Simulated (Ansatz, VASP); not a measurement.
# Cross-check of BC149 (amorphous carbon) between VASP and Ansatz

Wanted: the spread between two codes on one cell, functional and k mesh. Of the first pair: The structure shown is the start of the Ansatz relaxation below; VASP solves that cell, so the two are compared at the walk's first step.

Method: plane waves, with VASP 6.6.1 beside it; single point at PBE, in Ansatz 0.2.0.

### Step 1. The structure

The cell holds 150 atoms: 149 C and 1 B. Cell: a = 10.082 Å, b = 10.082 Å, c = 10.082 Å, α = 90.0°, β = 90.0°, γ = 90.0°. It derives from C (amorphous carbon). As first built, before any earlier steps moved the atoms (in the runner's words): 150 atoms (150 C) placed at random at 2.92 g/cm^3, melted at 6000 K for 10 ps at fixed volume with the Tersoff potential (Tersoff, Phys. Rev. B 39, 5566 (1989)). Quenched from 6000 K to 300 K at 100 K/ps and fixed volume, held 5 ps, then minimised at fixed cell. Nearest the centre at fractional (0.318, 0.050, 0.552): B150 at 0.00 Å, C106 at 1.54 Å, C89 at 1.55 Å, C142 at 1.59 Å, C134 at 1.68 Å, C30 at 2.35 Å, C64 at 2.37 Å, C100 at 2.39 Å.

### Step 2. Ansatz: relaxation, PBE

Ansatz runs on its default PAW (the set named soft_2) files.

The two programs are compared at the cell with which this relaxation starts, whose forces are those of its first step.

The input, input.yaml:

```yaml
crystal:
  lattice:
    - [10.0824, 0.0, 0.0]
    - [0.0, 10.0824, 0.0]
    - [0.0, 0.0, 10.0824]
  atoms:
    - { symbol: C, position: [0.18542, 0.25009, 0.68729] }
    - { symbol: C, position: [0.42123, 0.15941, 0.76588] }
    - { symbol: C, position: [0.03103, 0.22288, 0.33185] }
[... 1 atom line left out ...]
    - { symbol: C, position: [0.06623, 0.26204, 0.46788] }
    - { symbol: C, position: [0.35954, 0.92107, 0.77806] }
[... 1 atom line left out ...]
    - { symbol: C, position: [0.33436, 0.18628, 0.33823] }
[... 6 atom lines left out ...]
    - { symbol: C, position: [0.00166, 0.83287, 0.48658] }
[... 4 atom lines left out ...]
    - { symbol: C, position: [0.22832, 0.1554, 0.94585] }
[... 9 atom lines left out ...]
    - { symbol: C, position: [0.17451, 0.23275, 0.53875] }
[... 8 atom lines left out ...]
    - { symbol: C, position: [0.20458, 0.93584, 0.82496] }
    - { symbol: C, position: [0.5264, 0.16399, 0.88824] }
[... 3 atom lines left out ...]
    - { symbol: C, position: [0.69834, 0.21481, 0.52338] }
[... 1 atom line left out ...]
    - { symbol: C, position: [0.19114, 0.91, 0.32786] }
[... 5 atom lines left out ...]
    - { symbol: C, position: [0.29163, 0.20952, 0.8107] }
[... 1 atom line left out ...]
    - { symbol: C, position: [0.46092, 0.99193, 0.23119] }
    - { symbol: C, position: [0.27221, 0.25895, 0.21393] }
[... 2 atom lines left out ...]
    - { symbol: C, position: [0.65256, 0.90997, 0.45217] }
[... 1 atom line left out ...]
    - { symbol: C, position: [0.37844, 0.68794, 0.47499] }
    - { symbol: C, position: [0.11031, 0.97758, 0.70135] }
[... 1 atom line left out ...]
    - { symbol: C, position: [0.63578, 0.27264, 0.40038] }
    - { symbol: C, position: [0.53103, 0.99358, 0.63382] }
    - { symbol: C, position: [0.35069, 0.89261, 0.32735] }
[... 3 atom lines left out ...]
    - { symbol: C, position: [0.00183, 0.08742, 0.72451] }
[... 8 atom lines left out ...]
    - { symbol: C, position: [0.64767, 0.043, 0.70961] }
[... 1 atom line left out ...]
    - { symbol: C, position: [0.42095, 0.08477, 0.33337] }
[... 4 atom lines left out ...]
    - { symbol: C, position: [0.25933, 0.37673, 0.69571] }
[... 1 atom line left out ...]
    - { symbol: C, position: [0.61958, 0.17226, 0.62415] }
[... 1 atom line left out ...]
    - { symbol: C, position: [0.40387, 0.98422, 0.4428] }
[... 9 atom lines left out ...]
    - { symbol: C, position: [0.65758, 0.16841, 0.30919] }
    - { symbol: C, position: [0.04694, 0.24527, 0.7375] }
    - { symbol: C, position: [0.52818, 0.94768, 0.50985] }
[... 2 atom lines left out ...]
    - { symbol: C, position: [0.28695, 0.66179, 0.2486] }
    - { symbol: C, position: [0.12898, 0.91754, 0.45947] }
    - { symbol: C, position: [0.3888, 0.74269, 0.33429] }
[... 9 atom lines left out ...]
    - { symbol: C, position: [0.48523, 0.40218, 0.20854] }
[... 6 atom lines left out ...]
    - { symbol: C, position: [0.57197, 0.67302, 0.59616] }
    - { symbol: C, position: [0.49369, 0.25048, 0.66796] }
[... 9 atom lines left out ...]
    - { symbol: C, position: [0.45918, 0.42301, 0.83687] }
[... 3 atom lines left out ...]
    - { symbol: C, position: [0.3233, 0.22958, 0.04955] }
[... 2 atom lines left out ...]
    - { symbol: C, position: [0.31232, 0.67297, 0.82254] }
    - { symbol: C, position: [0.37434, 0.78368, 0.71669] }
    - { symbol: C, position: [0.40018, 0.0322, 0.68491] }
[... 2 atom lines left out ...]
    - { symbol: C, position: [0.80565, 0.61761, 0.63954] }
[... 1 atom line left out ...]
    - { symbol: C, position: [0.32079, 0.36287, 0.83961] }
[... 1 atom line left out ...]
    - { symbol: C, position: [0.8613, 0.37149, 0.40921] }
kpoints:
  mp_grid: { grid: [1, 1, 1] }
hamiltonian:
  xc: pbe
scf:
  occupations: { method: gaussian, width: 0.05 }
output:
  forces: true
  eigenvalues: true
relax:
  f_tol: 0.05
  max_steps: 90
```

Started as:

```sh
ansatz run input.yaml --threads 4 --pin off --max-ram 8192MiB --backend cpu --events-out ev --progress --plain --runs-dir out
```

Numbers of over 12 decimals in the logs are rounded to 6 here.

The program printed:

```text
Engine: ansatz 0.2.0, aarch64-unknown-linux-gnu
Pseudopotentials: kind: paw
Pseudopotential: C, paw, valence charge 4, recommended cutoff 420 eV (normal), C.paw.azcp
Pseudopotential: B, paw, valence charge 3, recommended cutoff 420 eV (normal), B.paw.azcp
Functional definition: PBE
  parameter kappa = 0.804
  parameter beta = 0.066725
  exchange = pbe_x(kappa = kappa, mu = beta*pi^2/3)
  correlation = pbe_c(beta = beta)
Crystal: 150 atoms, lattice volume = 1024.924 Å³
Basis set: ecut = 420 eV, 20005 PW (Γ), exchange–correlation on 144×144×144 points (8 copies of the dense FFT grid, shifted against one another)
Bands: 450, of which v1, the nominal top of the filled ones, is band 300 counted from 1 (299 counted from 0)
Symmetry: 1 space group operations
Space group: P1 (ITA 1), of the structure as read, at distance tolerance 1.0e-4 Å
k-points: 1
Non-local potential: C, projectors of the file, l = 0: 2, l = 1: 2, l = 2: 1
Non-local potential: B, projectors of the file, l = 0: 2, l = 1: 2, l = 2: 1
PAW form: soft (Blöchl's): semilocal exchange-correlation on the pseudo side does not see the compensation charge
PAW one-centre angular grid: C, 110 points (default); XC on 64 Gauss nodes
PAW one-centre angular grid: B, 110 points (default); XC on 64 Gauss nodes
Initial density: superposition of atomic densities (neutral atoms: chi_scale 0, normalization atom), corrected by the library's trained network
Initial wavefunctions: pseudopotential atomic-orbital guess
Functional: x = pbe(κ = 0.804, μ = 0.219515), c = pbe(β = 0.066725)
SCF iter   1: F=—  HF=-37431.571068 eV  |F-HF|=—  |Δ(HF+E_count)|=         —  Δρ=1.68e-2  dr2=6.72e0  ethr=1.77e-3  ⟨swp⟩=6.0  Hψ=1839  notcnv=0  defer=118
preconditioner: auto → Resta (q_TF=auto, 2.495 Å⁻¹)  ε∞=4.6  [insulator: Δε(μ)=0.343 eV  Ē_g=15.030 eV  σ=0.050 eV  W_gap=0.50  n_scr=256 (ndim 8)  ℏωp=28.4 eV  f_vac=0.002  D(μ)=22.57/eV (n_scr^D=146)  ε∞_Penn≈4.6]
SCF iter   2: F=—  HF=-37430.754762 eV  |F-HF|=—  |Δ(HF+E_count)|=   8.16e-1  Δρ=8.19e-3  dr2=1.60e0  ethr=1.12e-3  ⟨swp⟩=2.0  Hψ=519  notcnv=0  defer=127
SCF iter   3: F=—  HF=-37430.443280 eV  |F-HF|=—  |Δ(HF+E_count)|=   3.11e-1  Δρ=1.91e-3  dr2=5.99e-2  ethr=2.68e-4  ⟨swp⟩=2.0  Hψ=456  notcnv=0  defer=140
SCF iter   4: F=—  HF=-37430.436610 eV  |F-HF|=—  |Δ(HF+E_count)|=   6.67e-3  Δρ=5.72e-4  dr2=3.96e-3  ethr=1.00e-5  ⟨swp⟩=2.0  Hψ=614  notcnv=0  defer=140
SCF iter   5: F=—  HF=-37430.436569 eV  |F-HF|=—  |Δ(HF+E_count)|=   4.16e-5  Δρ=1.56e-4  dr2=3.73e-4  ethr=6.61e-7  ⟨swp⟩=2.0  Hψ=515  notcnv=0  defer=140
SCF iter   6: F=-37430.436607 eV  HF=-37430.436607 eV  |F-HF|=3.69e-7  |Δ(HF+E_count)|=   3.88e-5  Δρ=3.42e-5  dr2=1.44e-5  ethr=1.04e-8  ⟨swp⟩=15.0  Hψ=2755  notcnv=0
SCF 1 converged in 6 iterations: F = -37430.436607 eV  dr2 = 1.44e-5
  greatest PAW one-centre occupation: 0.697 electrons in one spin orbital (limit 2), on the C atom at site 75 (counted from 0), in its partial waves of l = 0
relax step   1: F+E_penalty+E_count = -37430.43660694 eV  Δ(F+E_penalty+E_count) = +0.000e0 eV  max|allowed force component| = 1.521e0 eV/Å  Δτ_max = 0.0000 Å  (6 SCF iters, dr2 threshold 6.25e-5 eV, accepted)
Initial density: handed on by an earlier stage of this run
Initial wavefunctions: those handed on with the density
iter 1 solved again at ethr=3.11e-5 eV; its pass at ethr=3.10e-3 eV (dr2=1.86e-1 eV) is discarded
SCF iter   1: F=—  HF=-37430.692110 eV  |F-HF|=—  |Δ(HF+E_count)|=         —  Δρ=4.37e-3  dr2=1.77e-1  ethr=3.11e-5  ⟨swp⟩=2.0  Hψ=1191  notcnv=0  defer=140
preconditioner: auto → Resta (q_TF=auto, 2.495 Å⁻¹)  ε∞=4.6  [insulator: Δε(μ)=0.194 eV  Ē_g=15.023 eV  σ=0.050 eV  W_gap=0.50  n_scr=256 (ndim 8)  ℏωp=28.4 eV  f_vac=0.002  D(μ)=22.57/eV (n_scr^D=146)  ε∞_Penn≈4.6]
SCF iter   2: F=—  HF=-37430.660512 eV  |F-HF|=—  |Δ(HF+E_count)|=   3.16e-2  Δρ=2.14e-3  dr2=3.50e-2  ethr=2.95e-5  ⟨swp⟩=2.0  Hψ=344  notcnv=0  defer=140
SCF iter   3: F=—  HF=-37430.653575 eV  |F-HF|=—  |Δ(HF+E_count)|=   6.94e-3  Δρ=2.84e-4  dr2=1.05e-3  ethr=5.84e-6  ⟨swp⟩=2.0  Hψ=478  notcnv=0  defer=140
SCF iter   4: F=—  HF=-37430.653453 eV  |F-HF|=—  |Δ(HF+E_count)|=   1.22e-4  Δρ=7.48e-5  dr2=5.64e-5  ethr=1.76e-7  ⟨swp⟩=2.0  Hψ=515  notcnv=0  defer=140
iter 5 did not close the SCF: its close was put off for the readings that it lacked (scf_convergence_deferred on its scf_iter line)
SCF iter   5: F=-37430.653454 eV  HF=-37430.653457 eV  |F-HF|=3.47e-6  |Δ(HF+E_count)|=   4.15e-6  Δρ=2.02e-5  dr2=5.85e-6  ethr=9.42e-9  ⟨swp⟩=2.0  Hψ=605  notcnv=0  defer=140
SCF iter   6: F=-37430.653457 eV  HF=-37430.653457 eV  |F-HF|=4.73e-8  |Δ(HF+E_count)|=   1.10e-7  Δρ=4.71e-6  dr2=2.45e-7  ethr=9.77e-10  ⟨swp⟩=10.0  Hψ=2036  notcnv=0
SCF 2 converged in 6 iterations: F = -37430.653457 eV  dr2 = 2.45e-7
[...]
- { symbol: C, position: [0.698380, 0.214623, 0.523437] }
    - { symbol: C, position: [0.469666, 0.177738, 0.040922] }
    - { symbol: C, position: [0.190218, 0.908487, 0.328370] }
    - { symbol: C, position: [0.934720, 0.034043, 0.853815] }
    - { symbol: C, position: [0.725120, 0.051570, 0.951229] }
    - { symbol: C, position: [0.824093, 0.342778, 0.733743] }
    - { symbol: C, position: [0.403379, 0.632875, 0.932872] }
    - { symbol: C, position: [0.750450, 0.586753, 0.338882] }
    - { symbol: C, position: [0.292444, 0.210009, 0.810716] }
    - { symbol: C, position: [0.572015, 0.794754, 0.829092] }
    - { symbol: C, position: [0.460409, 0.992591, 0.229763] }
    - { symbol: C, position: [0.273510, 0.259364, 0.212399] }
    - { symbol: C, position: [0.949948, 0.613145, 0.616934] }
    - { symbol: C, position: [0.414392, 0.705278, 0.049591] }
    - { symbol: C, position: [0.652670, 0.910231, 0.452623] }
    - { symbol: C, position: [0.680912, 0.232131, 0.180372] }
    - { symbol: C, position: [0.379312, 0.689062, 0.475606] }
    - { symbol: C, position: [0.107045, 0.974869, 0.701363] }
    - { symbol: C, position: [0.326707, 0.542829, 0.454325] }
    - { symbol: C, position: [0.635624, 0.273497, 0.400708] }
    - { symbol: C, position: [0.530329, 0.994890, 0.633914] }
    - { symbol: C, position: [0.351760, 0.892608, 0.326428] }
    - { symbol: C, position: [0.136422, 0.819808, 0.103286] }
    - { symbol: C, position: [0.870152, 0.898107, 0.790609] }
[...]
- { symbol: B, position: [0.315215, 0.052583, 0.552202] }
[...]
- { symbol: C, position: [0.400755, 0.033387, 0.688637] }
    - { symbol: C, position: [0.391142, 0.321949, 0.574307] }
    - { symbol: C, position: [0.445187, 0.447185, 0.497754] }
    - { symbol: C, position: [0.805209, 0.617169, 0.639416] }
    - { symbol: C, position: [0.517488, 0.748914, 0.712285] }
    - { symbol: C, position: [0.321206, 0.363108, 0.839933] }
    - { symbol: C, position: [0.032856, 0.747463, 0.617100] }
    - { symbol: C, position: [0.860869, 0.370249, 0.408551] }
```

### Step 3. VASP: single point, PBE, start cell, pair 1

The same cell, functional, mesh and smearing now go to VASP, with its own data sets.

Lines of VASP's logs that name or quote its potential files are left out, and so is its time.

The input, INCAR:

```
SYSTEM = BC149
PREC = Accurate
ENCUT = 520
EDIFF = 1E-06
NELM = 120
ISMEAR = 0
SIGMA = 0.05
LREAL = Auto
ALGO = Normal
GGA = PE
NBANDS = 404
LORBIT = 11
LWAVE = .FALSE.
LCHARG = .FALSE.
ISIF = 2
LASPH = .TRUE.
GGA_COMPAT = .FALSE.
```

The input, POSCAR:

```
BC149
1.0
   10.0824000000      0.0000000000      0.0000000000
    0.0000000000     10.0824000000      0.0000000000
    0.0000000000      0.0000000000     10.0824000000
C B
149 1
Direct
    0.1854221217      0.2500892645      0.6872867571
    0.4212290724      0.1594064905      0.7658791558
    0.0310342776      0.2228834405      0.3318455923
[... 1 atom line left out ...]
    0.0662342299      0.2620407839      0.4678846306
    0.3595374117      0.9210703801      0.7780587955
[... 1 atom line left out ...]
    0.3343648338      0.1862750932      0.3382329604
[... 6 atom lines left out ...]
    0.0016563517      0.8328671745      0.4865805761
[... 4 atom lines left out ...]
    0.2283186543      0.1553995081      0.9458462271
[... 9 atom lines left out ...]
    0.1745120209      0.2327521225      0.5387506943
[... 8 atom lines left out ...]
    0.2045842260      0.9358386892      0.8249623106
    0.5264024439      0.1639887328      0.8882408950
[... 3 atom lines left out ...]
    0.6983357137      0.2148099659      0.5233773705
[... 1 atom line left out ...]
    0.1911449655      0.9100015869      0.3278584464
[... 5 atom lines left out ...]
    0.2916269936      0.2095235261      0.8106998334
[... 1 atom line left out ...]
    0.4609220027      0.9919265254      0.2311949536
    0.2722070142      0.2589462826      0.2139272395
[... 2 atom lines left out ...]
    0.6525628819      0.9099718321      0.4521740855
[... 1 atom line left out ...]
    0.3784416409      0.6879413632      0.4749861144
    0.1103110371      0.9775847021      0.7013508688
[... 1 atom line left out ...]
    0.6357811632      0.2726434182      0.4003808617
    0.5310342776      0.9935828771      0.6338173451
    0.3506903118      0.8926148536      0.3273526145
[... 3 atom lines left out ...]
    0.0018348806      0.0874196620      0.7245100373
[... 8 atom lines left out ...]
    0.6476731731      0.0429957153      0.7096127906
[... 1 atom line left out ...]
    0.4209513608      0.0847714830      0.3333730064
[... 4 atom lines left out ...]
    0.2593330953      0.3767257796      0.6957073713
[... 1 atom line left out ...]
    0.6195846227      0.1722605729      0.6241470285
[... 1 atom line left out ...]
    0.4038720939      0.9842200270      0.4428013171
[... 9 atom lines left out ...]
    0.0469431881      0.2452689836      0.7375029755
    0.5281778148      0.9476811077      0.5098488455
    0.1821193367      0.6895084504      0.6076926129
[... 2 atom lines left out ...]
    0.1289772276      0.9175394747      0.4594739348
    0.3887963183      0.7426902325      0.3342854876
    0.1812366103      0.9824942474      0.5666408792
[... 9 atom lines left out ...]
    0.0191125129      0.8480322146      0.7315321749
[... 6 atom lines left out ...]
    0.4936919781      0.2504760771      0.6679560422
    0.3097972705      0.7527473617      0.5852277236
[... 9 atom lines left out ...]
    0.3066531778      0.2042470047      0.4904288661
[... 3 atom lines left out ...]
    0.5032432754      0.9221812267      0.8730262636
[... 2 atom lines left out ...]
    0.3743354757      0.7836824566      0.7166944378
    0.4001824962      0.0322046338      0.6849063715
    0.3901154487      0.3201916210      0.5750714116
[... 2 atom lines left out ...]
    0.5180314211      0.7481552011      0.7117848925
[... 1 atom line left out ...]
    0.0344362453      0.7488792351      0.6166587320
[... 1 atom line left out ...]
    0.3179004999      0.0495417758      0.5517932238
```

The input, KPOINTS:

```
Automatic mesh
0
Gamma
1 1 1
0 0 0
```

Potentials, in the order of the species: C and B (PBE family, release 64).

Started as:

```sh
export OMP_NUM_THREADS=3
mpirun -np 1 vasp_gam
```

The program printed:

```text
[banner, memory and clock lines left out]
running    1 mpi-ranks, on    1 nodes
[...]
Offloading initialized ...    1 GPUs detected
[...]
LDA part: xc-table for (Slater+PW92), standard interpolation
 POSCAR, INCAR and KPOINTS ok, starting setup
[...]
entering main loop
       N       E                     dE             d eps       ncg     rms          rms(c)
DAV:   1     0.406919360249E+04    0.40692E+04   -0.35772E+05   808   0.151E+03
DAV:   2    -0.919950568987E+03   -0.49891E+04   -0.46800E+04  1028   0.343E+02
DAV:   3    -0.131291607963E+04   -0.39297E+03   -0.38334E+03   992   0.927E+01
DAV:   4    -0.132358345143E+04   -0.10667E+02   -0.10580E+02   968   0.163E+01
[...]
DAV:  18    -0.126574809423E+04   -0.52182E-05   -0.26371E-05   944   0.787E-03    0.589E-03
DAV:  19    -0.126574809534E+04   -0.11114E-05   -0.42510E-06   752   0.355E-03    0.304E-03
DAV:  20    -0.126574809554E+04   -0.20438E-06   -0.71811E-07   512   0.148E-03
   1 F= -.12657481E+04 E0= -.12657340E+04  d E =-.282168E-01
```

OUTCAR, selected parts (step 3):

```text
  FREE ENERGIE OF THE ION-ELECTRON SYSTEM (eV)
  ---------------------------------------------------
  free  energy   TOTEN  =     -1265.7480955444 eV

  energy  without entropy=    -1265.7198787605  energy(sigma->0) =    -1265.73398715
```

The run ends at a pressure of -3.85 GPa, with forces up to 1.8 eV/Å.

### Step 4. Differences

Known differences besides the potentials themselves: the cutoff is 420 eV in Ansatz and 520 eV in VASP (PREC = Accurate, projectors in real space). Total energies have different zeros and are not compared.

Forces on 10 of the 150 atoms, those with the largest forces and the largest differences (eV/Å; atoms numbered as in POSCAR):

```tsv
atom	Ansatz x, y, z	VASP x, y, z
C30	0.608, -0.117, -0.124	0.600, -0.120, -0.121
C63	-0.126, 0.140, 0.021	-0.143, 0.199, 0.033
C89	0.786, -1.084, -1.286	0.766, -1.094, -1.274
C98	-0.006, 0.009, -0.053	0.001, -0.045, -0.049
C100	0.115, -0.006, -0.501	0.115, -0.026, -0.519
C106	-1.521, -0.728, 0.442	-1.501, -0.701, 0.458
C134	0.236, 1.300, -0.408	0.267, 1.288, -0.421
C140	-0.006, -0.036, -0.065	0.036, -0.016, -0.048
C142	0.513, 0.129, 1.432	0.483, 0.137, 1.437
B150	-0.320, 0.926, 0.287	-0.327, 0.935, 0.291
```

The forces differ by 16 meV/Å r.m.s., which is 8.3 % of the r.m.s. force of 0.189 eV/Å (both taken over all components).

[end of part 1 of 2]

[Lines on the potential files, build, host, timing and source positions are cut from VASP's logs without a mark.]

[Logs are printed without paths, hosts, clocks, repeated set-up lines and the standing remarks that a program may print on its own settings, such as how far it seeks lower states.]

[Hosts, paths, dates, database ids (printed as entryN), source tags and the programs' standing remarks are cut or masked in the printed files.]
